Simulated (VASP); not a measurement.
Calculation: PBE GGA with D3 dispersion (zero damping), VASP's PBE PAW potentials (set 64) (plane waves; VASP).

VASP input:

### POSCAR
```
CdSe
1
    0.0000000000     3.0606576742     3.0606576742
    3.0606576742     0.0000000000     3.0606576742
    3.0606576742     3.0606576742     0.0000000000
Cd Se
1 1
Direct
  0.0000000000   0.0000000000   0.0000000000
  0.2500000000   0.2500000000   0.2500000000
```

**KPOINTS**
```
Automatic mesh
0
Gamma
8 8 8
0 0 0
```

INCAR:
```
! general
SYSTEM  = CdSe
PREC    = Accurate
ENCUT   = 520
LREAL   = .FALSE.
LASPH   = .TRUE.

! electronic loop
EDIFF   = 1E-7
NELM    = 100
ALGO    = Normal
LMAXMIX = 4

! smearing
ISMEAR  = -5

! functional
GGA     = PE
IVDW    = 11

! ions
ISIF    = 2

! output
LWAVE   = .FALSE.
LCHARG  = .TRUE.
LORBIT  = 11
NEDOS   = 601
```

POTCAR, in this order: Cd Se (PBE.64 set). Program: vasp_std.

The run wrote:

**OSZICAR**
```
       N       E                     dE             d eps       ncg     rms          rms(c)
DAV:   1     0.108802235475E+03    0.10880E+03   -0.89595E+03   754   0.123E+03
DAV:   2    -0.135513590911E+01   -0.11016E+03   -0.10632E+03   914   0.292E+02
DAV:   3    -0.583903580702E+01   -0.44839E+01   -0.44746E+01   864   0.612E+01
DAV:   4    -0.586192215946E+01   -0.22886E-01   -0.22884E-01   834   0.435E+00
DAV:   5    -0.586206417270E+01   -0.14201E-03   -0.14201E-03   844   0.312E-01    0.624E+00
DAV:   6    -0.550427583752E+01    0.35779E+00   -0.67415E-01  1013   0.107E+01    0.488E+00
DAV:   7    -0.548323604776E+01    0.21040E-01   -0.16387E-01   804   0.308E+00    0.211E+00
DAV:   8    -0.548406626717E+01   -0.83022E-03   -0.14999E-02   784   0.182E+00    0.245E-01
DAV:   9    -0.548419738799E+01   -0.13112E-03   -0.20319E-03   879   0.679E-01    0.504E-02
DAV:  10    -0.548426747349E+01   -0.70085E-04   -0.22901E-04   794   0.221E-01    0.454E-02
DAV:  11    -0.548431380852E+01   -0.46335E-04   -0.81193E-05   779   0.712E-02    0.138E-02
DAV:  12    -0.548431293414E+01    0.87438E-06   -0.69634E-06   879   0.395E-02    0.503E-03
DAV:  13    -0.548431353359E+01   -0.59945E-06   -0.22352E-06   779   0.129E-02    0.284E-03
DAV:  14    -0.548431355497E+01   -0.21386E-07   -0.55975E-08   622   0.182E-03
   1 F= -.60086048E+01 E0= -.60086048E+01  d E =0.000000E+00
```

File OUTCAR:
```
------------------------ aborting loop because EDIFF is reached ----------------------------------------
 Edisp (eV)   -0.52429
  FORCE on cell =-STRESS in cart. coord.  units (eV):
  Direction    XX          YY          ZZ          XY          YZ          ZX
  --------------------------------------------------------------------------------------
  Total       0.00219     0.00219     0.00219    -0.00000    -0.00000     0.00000
  in kB       0.06125     0.06125     0.06125    -0.00000    -0.00000     0.00000
  external pressure =        0.06 kB  Pullay stress =        0.00 kB
  volume of cell :       57.34
      direct lattice vectors                 reciprocal lattice vectors
     0.000000000  3.060657674  3.060657674    -0.163363582  0.163363582  0.163363582
     3.060657674  0.000000000  3.060657674     0.163363582 -0.163363582  0.163363582
     3.060657674  3.060657674  0.000000000     0.163363582  0.163363582 -0.163363582
  FREE ENERGIE OF THE ION-ELECTRON SYSTEM (eV)
  ---------------------------------------------------
  free  energy   TOTEN  =        -6.0086048011 eV

  energy  without entropy=       -6.0086048011  energy(sigma->0) =       -6.00860480

 total charge

# of ion       s       p       d       tot
------------------------------------------
    1        0.442   0.304   9.554  10.301
    2        1.444   2.387   0.021   3.852
--------------------------------------------------
tot          1.887   2.691   9.575  14.153
```
(Selected blocks of OUTCAR.)

OUTCAR:
```
 val. band max:        0.7915159882   @ k =   0.0000   0.0000   0.0000

 cond. band min:       1.3609492078   @ k =   0.0000   0.0000   0.0000


 Fermi energy:         0.7986322177

 k-point     1 :       0.0000    0.0000    0.0000
  band No.  band energies     occupation
      1     -11.6962      2.00000
      2      -7.0799      2.00000
      3      -7.0799      2.00000
      4      -7.0799      2.00000
      5      -6.7257      2.00000
      6      -6.7257      2.00000
      7       0.7915      2.00000
      8       0.7915      2.00000
      9       0.7915      2.00000
     10       1.3609      0.00000
     11       6.7259      0.00000
     12       6.7259      0.00000
     13       6.7259      0.00000

 k-point     2 :       0.1250    0.0000    0.0000
  band No.  band energies     occupation
      1     -11.6449      2.00000
      2      -7.0636      2.00000
      3      -7.0636      2.00000
      4      -7.0329      2.00000
      5      -6.7265      2.00000
      6      -6.7265      2.00000
      7      -0.4051      2.00000
      8       0.6708      2.00000
      9       0.6708      2.00000
     10       2.3588      0.00000
     11       6.5125      0.00000
     12       6.9239      0.00000
     13       6.9240      0.00000

 k-point     3 :       0.2500    0.0000    0.0000
  band No.  band energies     occupation
      1     -11.5197      2.00000
      2      -7.0280      2.00000
      3      -7.0280      2.00000
      4      -6.8751      2.00000
      5      -6.7236      2.00000
      6      -6.7236      2.00000
      7      -1.8268      2.00000
      8       0.4039      2.00000
      9       0.4039      2.00000
     10       3.0560      0.00000
     11       6.7301      0.00000
     12       7.2343      0.00000
     13       7.2343      0.00000

 k-point     4 :       0.3750    0.0000    0.0000
  band No.  band energies     occupation
      1     -11.3930      2.00000
      2      -6.9997      2.00000
      3      -6.9997      2.00000
...
```

The compound is CdSe in the zinc blende structure, whereas wurtzite is the usual form. It was relaxed first.
